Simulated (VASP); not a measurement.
Level of theory: PBE GGA, VASP's PBE PAW potentials (set 64) (plane waves; VASP 6.6.1).

The input files of a VASP run:

**INCAR**
```
! general
SYSTEM   =  Fe
PREC     =  Accurate
ENCUT    =  400
LREAL    =  .FALSE.
LASPH    =  .TRUE.

! electronic loop
EDIFF    =  1E-6
NELM     =  100
ALGO     =  Fast
LMAXMIX  =  4

! smearing
ISMEAR   =  1
SIGMA    =  0.1

! functional
GGA      =  PE

! spin
ISPIN    =  2
MAGMOM   =  2.5

! ions
ISIF     =  2

! output
LWAVE    =  .FALSE.
LCHARG   =  .FALSE.
LORBIT   =  10
```

File POSCAR:
```
Fe
1.0
 -1.4350000000   1.4350000000   1.4350000000
  1.4350000000  -1.4350000000   1.4350000000
  1.4350000000   1.4350000000  -1.4350000000
Fe
1
Cartesian
  0.0000000000   0.0000000000   0.0000000000
```

### KPOINTS
```
Automatic mesh
0
Gamma
16 16 16
0 0 0
```

POTCAR, in this order: Fe (PBE.64 set). Program: vasp_std.

The run wrote:

**OUTCAR**
```
 ion  position               nearest neighbor table
   1  0.000  0.000  0.000-
  LATTYP: Found a body centered cubic cell.
 ALAT       =     2.8700000000
 Subroutine PRICEL returns:
 Original cell was already a primitive cell.
 Subroutine GETGRP returns: Found 48 space group operations
The static configuration has the point symmetry O_h .
The dynamic configuration has the point symmetry O_h .
The overall configuration has the point symmetry O_h .
 Subroutine INISYM returns: Found 48 space group operations
 Subroutine IBZKPT returns following result:
 Found    145 irreducible k-points:

 Following reciprocal coordinates:
            Coordinates               Weight
  0.000000  0.000000  0.000000      1.000000
  0.062500  0.000000  0.000000     12.000000
  0.125000  0.000000  0.000000     12.000000
  0.187500  0.000000  0.000000     12.000000
  0.250000  0.000000  0.000000     12.000000
  0.312500  0.000000  0.000000     12.000000
  0.375000  0.000000  0.000000     12.000000
  0.437500  0.000000  0.000000     12.000000
  0.500000  0.000000  0.000000      6.000000
  0.062500  0.062500  0.000000     24.000000
  0.125000  0.062500 -0.000000     48.000000
  0.187500  0.062500  0.000000     48.000000
  0.250000  0.062500 -0.000000     48.000000
  0.312500  0.062500 -0.000000     48.000000
  0.375000  0.062500 -0.000000     48.000000
  0.437500  0.062500  0.000000     48.000000
  0.125000  0.125000  0.000000     24.000000
  0.187500  0.125000 -0.000000     48.000000
  0.250000  0.125000 -0.000000     48.000000
  0.312500  0.125000 -0.000000     48.000000
  0.375000  0.125000  0.000000     48.000000
  0.437500  0.125000  0.000000     24.000000
  0.187500  0.187500  0.000000     24.000000
  0.250000  0.187500 -0.000000     48.000000
...
```

OSZICAR:
```
       N       E                     dE             d eps       ncg     rms          rms(c)
DAV:   1     0.113026703582E+02    0.11303E+02   -0.34959E+03  5556   0.865E+02
DAV:   2    -0.901922570721E+01   -0.20322E+02   -0.18980E+02  5248   0.115E+02
DAV:   3    -0.924214427866E+01   -0.22292E+00   -0.22200E+00  5941   0.163E+01
DAV:   4    -0.924319571087E+01   -0.10514E-02   -0.10514E-02  5776   0.104E+00
DAV:   5    -0.924320615337E+01   -0.10443E-04   -0.10443E-04  5693   0.928E-02    0.109E+01
RMM:   6    -0.830007609083E+01    0.94313E+00   -0.44085E+00  5896   0.351E+01    0.650E+00
RMM:   7    -0.823804698910E+01    0.62029E-01   -0.34717E-01  5857   0.112E+01    0.376E+00
RMM:   8    -0.823603969689E+01    0.20073E-02   -0.27848E-02  5875   0.152E+00    0.148E+00
RMM:   9    -0.822960891732E+01    0.64308E-02   -0.54783E-03  5817   0.803E-01    0.532E-01
RMM:  10    -0.823017754789E+01   -0.56863E-03   -0.20927E-04  6043   0.189E-01    0.466E-01
RMM:  11    -0.823108160403E+01   -0.90406E-03   -0.19783E-03  6509   0.673E-01    0.359E-01
RMM:  12    -0.823126364345E+01   -0.18204E-03   -0.19511E-04  5882   0.232E-01    0.140E-01
RMM:  13    -0.823128172087E+01   -0.18077E-04   -0.31092E-05  5905   0.755E-02    0.693E-02
RMM:  14    -0.823128523500E+01   -0.35141E-05   -0.19474E-05  5941   0.595E-02    0.142E-02
RMM:  15    -0.823128546260E+01   -0.22761E-06   -0.26800E-06  4454   0.175E-02
   1 F= -.82312855E+01 E0= -.82314007E+01  d E =0.345624E-03  mag=     2.2748
```

File OUTCAR:
```
------------------------ aborting loop because EDIFF is reached ----------------------------------------
  FORCE on cell =-STRESS in cart. coord.  units (eV):
  Direction    XX          YY          ZZ          XY          YZ          ZX
  --------------------------------------------------------------------------------------
  Total       -0.5261797     -0.5261797     -0.5261797      0.0000000     -0.0000000      0.0000000
  in kB      -71.3228978    -71.3228978    -71.3228978      0.0000000     -0.0000000      0.0000000
  external PRESSURE =     -71.3228978 kB  Pullay stress =       0.0000000 kB
  volume of cell :       11.82
      direct lattice vectors                 reciprocal lattice vectors
    -1.435000000  1.435000000  1.435000000     0.000000000  0.348432056  0.348432056
     1.435000000 -1.435000000  1.435000000     0.348432056  0.000000000  0.348432056
     1.435000000  1.435000000 -1.435000000     0.348432056  0.348432056  0.000000000
 POSITION                                       TOTAL-FORCE (eV/Angst)
 -----------------------------------------------------------------------------------
      0.00000      0.00000      0.00000         0.000000      0.000000      0.000000
 -----------------------------------------------------------------------------------
    total drift:                               -0.000000      0.000000      0.000000
  FREE ENERGIE OF THE ION-ELECTRON SYSTEM (eV)
  ---------------------------------------------------
  free  energy   TOTEN  =        -8.2312854626 eV

  energy  without entropy=       -8.2316310871  energy(sigma->0) =       -8.23140067

 total charge

# of ion       s       p       d       tot
------------------------------------------
    1        0.470   0.507   6.211   7.188

 magnetization (x)

# of ion       s       p       d       tot
------------------------------------------
    1       -0.014  -0.055   2.349   2.279
```
(Selected blocks of OUTCAR.)

The compound is Fe in the bcc structure. The cell was not relaxed at this level. The run is one of a series of settings (ALGO = Fast against the base run), some of them coarse on purpose.
